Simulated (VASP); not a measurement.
Input:

```
CELL_PARAMETERS angstrom
      4.15848     0.00000     0.00000
     -2.07924     3.60135     0.00000
      0.00000     0.00000     7.41143
ATOMIC_POSITIONS crystal
  In 0.00000 0.00000 0.00000
  In 0.00000 0.00000 0.50000
  Sb 0.33333 0.66667 0.25000
  Sb 0.66667 0.33333 0.75000
```

All values below come from PBEsol GGA, VASP's PBE PAW potentials (set 64) (plane waves; VASP). Numerical set-up: 500 eV cut-off, 9×9×4 Γ-centred mesh, first-order Methfessel-Paxton smearing of 0.10 eV, potentials In_d Sb.

Unless said otherwise, spin-orbit coupling is left out, though it shifts the bands of the heavy elements here.

Problem. Estimate the energy per atom (σ→0), band gap (on the k-mesh) with the smallest direct gap where there is one.

Solution. 
```json
{
 "band gap (on the k-mesh)": "none (metal, semimetal or under 0.01 eV)",
 "energy per atom (σ→0)": "-3.741 eV/atom"
}
```

The absolute energy has meaning only against runs of the same code, potentials and settings.

The structure was generated: InSb was put into the NiAs type type (P6_3/mmc), which need not be its known phase. It was relaxed first.
